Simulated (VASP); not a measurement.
Here is the system:

```yaml
crystal:
  lattice:
    - [0.00000, 2.31098, 2.31098]
    - [2.31098, 0.00000, 2.31098]
    - [2.31098, 2.31098, 0.00000]
  atoms:
    - { symbol: Hf, position: [0.00000, 0.00000, 0.00000] }
    - { symbol: N, position: [0.50000, 0.50000, 0.50000] }
```

These are vdW-DF2, VASP's PBE PAW potentials (set 64) (plane waves; VASP) values and carry that method's errors. Numerical set-up: 520 eV cut-off, 14×14×14 Γ-centred mesh, first-order Methfessel-Paxton smearing of 0.10 eV, potentials Hf_pv N.

Unless said otherwise, spin-orbit coupling is left out, though it shifts the bands of the heavy elements here.

### Question
What does the run give for the energy per atom (σ→0), band gap (on the k-mesh) with the smallest direct gap where there is one?

### Answer

```
Quantity                                                    Result
------------------------  ----------------------------------------
band gap (on the k-mesh)  none (metal, semimetal or under 0.01 eV)
energy per atom (σ→0)                               -8.309 eV/atom
```

The absolute energy has meaning only against runs of the same code, potentials and settings.

The compound is HfN in the rock salt structure. It was relaxed first, which changed the volume by +7 %. The electron count is odd and the run is not spin-polarised, which forces a metal.
